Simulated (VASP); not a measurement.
# What goes wrong when MgB2 is relaxed with a bad input

Some relaxations of MgB2 get a fault in the input on purpose. Which of them show, and how? The starting structure is a measured crystal structure from the Crystallography Open Database. The first relaxation on each setting starts from this cell expanded by 3 % in volume.

Program: VASP 6.6.1. Level of theory: Kohn-Sham DFT with plane waves and PAW; PBEsol. Results are calculated unless marked as measured.

## (1) The structure

The structure is hexagonal, space group P6/mmm (No. 191). Conventional cell: a = 3.085 Å, b = 3.085 Å, c = 3.523 Å, α = 90.00°, β = 90.00°, γ = 120.00°. Nearest to Mg lie 12 B at 2.51 Å. B has 3 B at 1.78 Å and 6 Mg at 2.51 Å nearest. Farther neighbours are not listed.

## (2) Reference relaxation

This run starts from the cell of an earlier relaxation, which isn't shown; the restart sets up the plane waves anew.

The input, INCAR:

```
SYSTEM = MgB2
PREC = Accurate
ENCUT = 450
EDIFF = 1E-06
NELM = 100
ISMEAR = 1
SIGMA = 0.15
LREAL = .FALSE.
ALGO = Normal
GGA = PS
NBANDS = 10
LORBIT = 11
LWAVE = .FALSE.
LCHARG = .FALSE.
KPAR = 4
IBRION = 2
NSW = 50
ISIF = 3
EDIFFG = -0.006
```

The input, POSCAR:

```
MgB2
1.0
    3.0663759932      0.0000000000      0.0000000000
   -1.5331879966      2.6555595077      0.0000000000
    0.0000000000      0.0000000000      3.4902934222
Mg B
1 2
Direct
    0.0000000000      0.0000000000      0.0000000000
    0.6666666667      0.3333333333      0.5000000000
    0.3333333333      0.6666666667      0.5000000000
```

The input, KPOINTS:

```
Automatic mesh
0
Gamma
14 14 10
0 0 0
```

The projector-augmented-wave data sets are Mg and B (PBE family, release 64).

Started as:

```console
> mpirun -np 4 vasp_std
```

The program printed:

```text
[banner, memory and clock lines left out]
running    4 mpi-ranks, on    1 nodes
 distrk:  each k-point on    1 cores,    4 groups
 distr:  one band on    1 cores,    1 groups

 POSCAR found type information on POSCAR MgB
 POSCAR found :  2 types and       3 ions
|                                                                             |
|               ----> ADVICE to this user running VASP <----                  |
|                                                                             |
|     You enforced a specific xc type in the INCAR file but a different       |
|     [... a line on the potential file left out ...]
|     I HOPE YOU KNOW WHAT YOU ARE DOING!                                     |
|                                                                             |

 LDA part: xc-table for (Slater+PW92), standard interpolation
 POSCAR, INCAR and KPOINTS ok, starting setup
 FFT: planning ... GRIDC
 FFT: planning ... GRID_SOFT
 FFT: planning ... GRID
 WAVECAR not read
 entering main loop
       N       E                     dE             d eps       ncg     rms          rms(c)
DAV:   1     0.113469162173E+01    0.11347E+01   -0.35445E+03  3136   0.596E+02
DAV:   2    -0.174070512790E+02   -0.18542E+02   -0.17286E+02  3872   0.999E+01
DAV:   3    -0.178357270731E+02   -0.42868E+00   -0.42702E+00  3714   0.133E+01
DAV:   4    -0.178367248020E+02   -0.99773E-03   -0.99760E-03  3772   0.682E-01
DAV:   5    -0.178367272029E+02   -0.24009E-05   -0.24004E-05  3516   0.320E-02    0.521E+00
DAV:   6    -0.164623940372E+02    0.13743E+01   -0.18586E+00  3186   0.656E+00    0.250E+00
DAV:   7    -0.162253917218E+02    0.23700E+00   -0.99543E-01  3320   0.481E+00    0.761E-01
DAV:   8    -0.162315556751E+02   -0.61640E-02   -0.14618E-01  3134   0.207E+00    0.508E-01
DAV:   9    -0.162170372099E+02    0.14518E-01   -0.31744E-02  3138   0.854E-01    0.835E-02
DAV:  10    -0.162167686285E+02    0.26858E-03   -0.22406E-03  3628   0.268E-01    0.263E-02
DAV:  11    -0.162167573132E+02    0.11315E-04   -0.11466E-04  3274   0.659E-02    0.577E-03
DAV:  12    -0.162167555507E+02    0.17625E-05   -0.11792E-05  3304   0.170E-02    0.245E-03
DAV:  13    -0.162167553699E+02    0.18081E-06   -0.54319E-07  1964   0.443E-03
   1 F= -.16216755E+02 E0= -.16216437E+02  d E =-.162168E+02
 curvature:   0.00 expect dE= 0.000E+00 dE for cont linesearch  0.000E+00
 trial: gam= 0.00000 g(F)=  0.550E-50 g(S)=  0.133E-05 ort = 0.000E+00 (trialstep = 0.100E+01)
 search vector abs. value=  0.133E-05
 reached required accuracy - stopping structural energy minimisation
```

Wall time 3.4 s (4 MPI ranks of Intel Xeon 6975P-C (Granite Rapids), shared host); peak memory 0.6 GiB; 11 s of CPU time.

The logs omit lines about the potential files and the build; timing stands in the text.

OUTCAR, selected parts (step 2):

```text
ion  position               nearest neighbor table
   1  0.000  0.000  0.000-   2 2.49   3 2.49   2 2.49   3 2.49   2 2.49   2 2.49   3 2.49   3 2.49
                             2 2.49   2 2.49   3 2.49   3 2.49
   2  0.667  0.333  0.500-   3 1.77   3 1.77   3 1.77   1 2.49   1 2.49   1 2.49   1 2.49   1 2.49
                             1 2.49
   3  0.333  0.667  0.500-   2 1.77   2 1.77   2 1.77   1 2.49   1 2.49   1 2.49   1 2.49   1 2.49
                             1 2.49

  LATTYP: Found a hexagonal cell.
 ALAT       =     3.0663759932
 C/A-ratio  =     1.1382470480

 Subroutine GETGRP returns: Found 24 space group operations
 (whereof 24 operations were pure point group operations)

The static configuration has the point symmetry D_6h.

 Found    144 irreducible k-points:

   k-points           NKPTS =    144   k-points in BZ     NKDIM =    144   number of bands    NBANDS=     10

   dimension x,y,z NGX =    24 NGY =   24 NGZ =   24
   dimension x,y,z NGXF=    48 NGYF=   48 NGZF=   48

   ENCUT  =  450.0 eV  33.07 Ry    5.75 a.u.   5.30  5.30  6.04*2*pi/ulx,y,z

   NELECT =       8.0000    total number of electrons

 k-points in reciprocal lattice and weights: Automatic mesh
   0.00000000  0.00000000  0.00000000       0.001
   0.07142857 -0.00000000  0.00000000       0.003
   0.14285714 -0.00000000  0.00000000       0.003
   0.21428571 -0.00000000  0.00000000       0.003
   0.28571429 -0.00000000  0.00000000       0.003
   0.35714286 -0.00000000  0.00000000       0.003
   0.42857143 -0.00000000  0.00000000       0.003
   0.50000000 -0.00000000  0.00000000       0.002
   0.07142857  0.07142857  0.00000000       0.003
[...]
0.28571429  0.28571429  0.50000000       0.003
   0.35714286  0.28571429  0.50000000       0.003

 average (electrostatic) potential at core
       1 -35.2036       2 -26.0876       3 -26.0876

 E-fermi :   5.3367

 k-point     1 :       0.0000    0.0000    0.0000
  band No.  band energies     occupation
      1      -7.1799      2.00000
      2       2.3979      2.00000
      3       5.7287     -0.00137
      4       5.7287     -0.00137
      5       7.0854     -0.00000
      6      11.6907      0.00000
      7      11.6907      0.00000
    ...

 k-point     2 :       0.0714   -0.0000    0.0000
  band No.  band energies     occupation
      1      -7.0903      2.00000
      2       2.4851      2.00000
      3       5.2655      1.71144
      4       5.5099     -0.06928
      5       7.1621     -0.00000
      6      11.6428      0.00000
      7      12.0915      0.00000
      8      13.8326      0.00000
    ...

 k-point     3 :       0.1429   -0.0000    0.0000
  band No.  band energies     occupation
      1      -6.8222      2.00000
      2       2.7455      2.00000
      3       4.1247      2.00000
      4       4.9962      2.00609
      5       7.4023     -0.00000
      6      11.3763      0.00000
      7      13.1455      0.00000
      8      14.2332      0.00000
      9      14.3471      0.00000
    ...

  Total        0.0062678      0.0062678      0.0020693      0.0000000     -0.0000000      0.0000000
  in kB        0.3533304      0.3533304      0.1166539      0.0000000     -0.0000000      0.0000000
  external PRESSURE =       0.2744383 kB  Pullay stress =       0.0000000 kB

  energy-cutoff  :      450.00
  volume of cell :       28.42
      direct lattice vectors                 reciprocal lattice vectors
     3.066375993  0.000000000  0.000000000     0.326117868  0.188284239  0.000000000
    -1.533187997  2.655559508  0.000000000     0.000000000  0.376568477  0.000000000
     0.000000000  0.000000000  3.490293422     0.000000000  0.000000000  0.286508863

 POSITION                                       TOTAL-FORCE (eV/Angst)
 -----------------------------------------------------------------------------------
      0.00000      0.00000      0.00000         0.000000      0.000000      0.000000
      1.53319      0.88519      1.74515         0.000000     -0.000000     -0.000000
     -0.00000      1.77037      1.74515        -0.000000      0.000000      0.000000
 -----------------------------------------------------------------------------------
    total drift:                                0.000000     -0.000000      0.000000

  FREE ENERGIE OF THE ION-ELECTRON SYSTEM (eV)
  ---------------------------------------------------
  free  energy   TOTEN  =       -16.2167553699 eV

  energy  without entropy=      -16.2157988101  energy(sigma->0) =      -16.21643652

 reached required accuracy - stopping structural energy minimisation

 total charge
# of ion       s       p       d       tot
------------------------------------------
    1        0.162   0.184   0.060   0.405
    2        0.687   1.241   0.000   1.928
    3        0.687   1.241   0.000   1.928
--------------------------------------------------
tot          1.537   2.666   0.060   4.262

[... 3 further parts left out ...]
```

CONTCAR:

```
MgB2
   1.00000000000000
     3.0663759931999999    0.0000000000000000    0.0000000000000000
    -1.5331879965999999    2.6555595077000000    0.0000000000000000
     0.0000000000000000    0.0000000000000000    3.4902934222000002
  Mg              B
     1     2
Direct
     0.0000000000000000    0.0000000000000000    0.0000000000000000
     0.6666666667000030    0.3333333332999970    0.5000000000000000
     0.3333333332999970    0.6666666667000030    0.5000000000000000
```

The PAW data sets were made with PBE, which is usual practice but a small mismatch for other functionals. The run keeps the 24 symmetry operations of its start, so it cannot find a distortion of lower symmetry.

The reference relaxation ends at 9.474 Å³ an atom.

## (3) Relaxation with too few ionic steps

A slip made on purpose: too few ionic steps. Against step 2 the input has NSW = 2 (also changed: NELM).

INCAR: that of step 2 with these lines changed.

```diff
@@ -4,3 +4,3 @@
 EDIFF = 1E-06
-NELM = 100
+NELM = 60
 ISMEAR = 1
@@ -16,3 +16,3 @@
 IBRION = 2
-NSW = 50
+NSW = 2
 ISIF = 3
```

The input, POSCAR:

```
MgB2
1.0
    3.1155465410      0.0000000000      0.0000000000
   -1.5577732705      2.6981424512      0.0000000000
    0.0000000000      0.0000000000      3.5578834568
Mg B
1 2
Direct
    0.0000000000      0.0000000000      0.0000000000
    0.6666666667      0.3333333333      0.5000000000
    0.3333333333      0.6666666667      0.5000000000
```

KPOINTS is that of step 2.

Started as:

```console
> mpirun -np 4 vasp_std
```

The program printed:

```text
[banner, memory and clock lines left out]
running    4 mpi-ranks, on    1 nodes
[...]
[... a notice as in an earlier step ...]

 LDA part: xc-table for (Slater+PW92), standard interpolation
 POSCAR, INCAR and KPOINTS ok, starting setup
[...]
entering main loop
       N       E                     dE             d eps       ncg     rms          rms(c)
DAV:   1     0.628095020965E+00    0.62810E+00   -0.35639E+03  3200   0.594E+02
DAV:   2    -0.172861677729E+02   -0.17914E+02   -0.16599E+02  3730   0.983E+01
DAV:   3    -0.177135873739E+02   -0.42742E+00   -0.42554E+00  3860   0.133E+01
DAV:   4    -0.177145627747E+02   -0.97540E-03   -0.97527E-03  3668   0.653E-01
[...]
DAV:  11    -0.161830272985E+02    0.98465E-05   -0.10533E-04  3258   0.614E-02    0.588E-03
DAV:  12    -0.161830253383E+02    0.19602E-05   -0.11702E-05  3306   0.166E-02    0.221E-03
DAV:  13    -0.161830252183E+02    0.12000E-06   -0.41430E-07  1916   0.400E-03
   1 F= -.16183025E+02 E0= -.16182747E+02  d E =-.161830E+02
[...]
N       E                     dE             d eps       ncg     rms          rms(c)
DAV:   1    -0.162208732067E+02   -0.37848E-01   -0.61516E-01  3080   0.774E+00    0.539E-01
DAV:   2    -0.162130092241E+02    0.78640E-02   -0.13614E-02  3244   0.683E-01    0.259E-01
DAV:   3    -0.162116431209E+02    0.13661E-02   -0.29611E-03  3264   0.314E-01    0.786E-02
DAV:   4    -0.162115117361E+02    0.13138E-03   -0.19239E-04  3264   0.839E-02    0.948E-03
DAV:   5    -0.162115112593E+02    0.47680E-06   -0.45972E-06  3338   0.151E-02
   2 F= -.16211511E+02 E0= -.16211129E+02  d E =-.284860E-01
 trial-energy change:   -0.028486  1 .order   -0.027096   -0.087764    0.033571
 step:   0.7367(harm=  0.7233)  dis= 0.00000  next Energy=   -16.215906 (dE=-0.329E-01)
```

Run time: 5.4 s. Hardware: 4 MPI ranks; peak memory 0.66 GiB.

From OUTCAR (step 3):

```text
  Total        0.6964071      0.6964071      0.0414659     -0.0000000     -0.0000000      0.0000000
  in kB       39.8185776     39.8185776      2.3709030     -0.0000000     -0.0000000      0.0000000
  external PRESSURE =      27.3360194 kB  Pullay stress =       0.0000000 kB

 POSITION                                       TOTAL-FORCE (eV/Angst)
 -----------------------------------------------------------------------------------
      0.00000     -0.00000      0.00000         0.000000      0.000000      0.000000
      1.52103      0.87817      1.74821         0.000000     -0.000000     -0.000000
     -0.00000      1.75633      1.74821        -0.000000      0.000000      0.000000
 -----------------------------------------------------------------------------------
    total drift:                                0.000000     -0.000000     -0.000000

  FREE ENERGIE OF THE ION-ELECTRON SYSTEM (eV)
  ---------------------------------------------------
  free  energy   TOTEN  =       -16.2115112593 eV

  energy  without entropy=      -16.2103656554  energy(sigma->0) =      -16.21112939

[... 1 part as in an earlier step ...]

[... 2 further parts left out ...]
[key lines of the parts left out:]
E-fermi :   5.4471
```

The relaxation used up its 2 ionic steps (NSW) before forces and stress met EDIFFG.

## (4) Relaxation with one electron too many

A slip made on purpose: one electron too many. Against step 2 the input has NELECT = 9 (also changed: NELM).

INCAR: that of step 3 with these lines changed.

```diff
@@ -16,4 +16,5 @@
 IBRION = 2
-NSW = 2
+NSW = 50
 ISIF = 3
 EDIFFG = -0.006
+NELECT = 9
```

POSCAR is that of step 3.

KPOINTS is that of step 3.

Started as:

```console
> mpirun -np 4 vasp_std
```

The program printed:

```text
[... set-up lines as in an earlier step ...]
 entering main loop
       N       E                     dE             d eps       ncg     rms          rms(c)
DAV:   1     0.100614183150E+02    0.10061E+02   -0.38148E+03  3200   0.637E+02
DAV:   2    -0.116037105210E+02   -0.21665E+02   -0.20143E+02  3730   0.112E+02
DAV:   3    -0.121223515388E+02   -0.51864E+00   -0.51389E+00  3860   0.154E+01
DAV:   4    -0.121236334546E+02   -0.12819E-02   -0.12814E-02  3668   0.774E-01
DAV:   5    -0.121236375647E+02   -0.41101E-05   -0.41100E-05  3606   0.420E-02BRMIX: very serious problems
 the old and the new charge density differ
 old charge density:     8.00000 new    9.00000
BRMIX: very serious problems
 the old and the new charge density differ
 old charge density:     8.00000 new    9.00000
BRMIX: very serious problems
 the old and the new charge density differ
 old charge density:     8.00000 new    9.00000
BRMIX: very serious problems
 the old and the new charge density differ
 old charge density:     8.00000 new    9.00000
    0.575E+00
[...]
DAV:  12    -0.102299778758E+02   -0.12902E-06   -0.27178E-07  1872   0.428E-03
   1 F= -.10229978E+02 E0= -.10230038E+02  d E =-.102300E+02
[... from here on, the cycles between the ionic steps are left out ...]
   2 F= -.11009900E+02 E0= -.11009852E+02  d E =-.779922E+00
   5 F= -.11228038E+02 E0= -.11228463E+02  d E =-.215343E+00
   9 F= -.11236135E+02 E0= -.11236360E+02  d E =-.223440E+00
  13 F= -.11243551E+02 E0= -.11243470E+02  d E =-.734626E-02
  17 F= -.11247409E+02 E0= -.11247047E+02  d E =-.385928E-02
  21 F= -.11250498E+02 E0= -.11250654E+02  d E =-.694833E-02
  25 F= -.11262800E+02 E0= -.11262357E+02  d E =-.192505E-01
  29 F= -.11262984E+02 E0= -.11262476E+02  d E =-.183872E-03
  33 F= -.11264140E+02 E0= -.11263565E+02  d E =-.107390E-02
  37 F= -.11281142E+02 E0= -.11280442E+02  d E =-.180756E-01
  41 F= -.11308061E+02 E0= -.11306954E+02  d E =-.449946E-01
  45 F= -.11308883E+02 E0= -.11307655E+02  d E =-.822362E-03
  48 F= -.11309024E+02 E0= -.11307614E+02  d E =-.962861E-03
  49 F= -.11309028E+02 E0= -.11307627E+02  d E =-.397628E-05
 trial-energy change:   -0.000004  1 .order   -0.000004   -0.000022    0.000015
 step:   0.8838(harm=  0.8838)  dis= 0.00000  next Energy=   -11.309031 (dE=-0.676E-05)
 reached required accuracy - stopping structural energy minimisation
```

It took 76 s on 4 MPI ranks; peak memory 0.67 GiB.

From OUTCAR (step 4):

```text
  Total        0.0144676      0.0144676      0.0034969     -0.0000000      0.0000000      0.0000000
  in kB        0.4443171      0.4443171      0.1073947     -0.0000000      0.0000000      0.0000000
  external PRESSURE =       0.3320096 kB  Pullay stress =       0.0000000 kB

 POSITION                                       TOTAL-FORCE (eV/Angst)
 -----------------------------------------------------------------------------------
      0.00000      0.00000      0.00000         0.000000      0.000000      0.000000
      1.57783      0.91096      3.02462        -0.000000     -0.000000     -0.000000
     -0.00000      1.82193      3.02462         0.000000      0.000000      0.000000
 -----------------------------------------------------------------------------------
    total drift:                                0.000000     -0.000000     -0.000000

  FREE ENERGIE OF THE ION-ELECTRON SYSTEM (eV)
  ---------------------------------------------------
  free  energy   TOTEN  =       -11.3090279311 eV

  energy  without entropy=      -11.3048238399  energy(sigma->0) =      -11.30762657

[... 2 parts as in an earlier step ...]

[... 2 further parts left out ...]
[key lines of the parts left out:]
E-fermi :   2.0484
```

Logs of long relaxations may skip ionic steps without a mark.

With one electron too many the cell ends at 17.390 Å³ an atom, +83.56 % from the reference, a by +2.9 %, b by +2.9 % and c by +73.3 %.

(Part 1 of 2 ends here.)

[Lines on the potential files, build, host, timing and source positions are cut from VASP's logs without a mark.]

[Logs are printed without paths, hosts, clocks, repeated set-up lines and the standing remarks that a program may print on its own settings, such as how far it seeks lower states.]

[Hosts, paths, dates, database ids (printed as entryN), source tags and the programs' standing remarks are cut or masked in the printed files.]
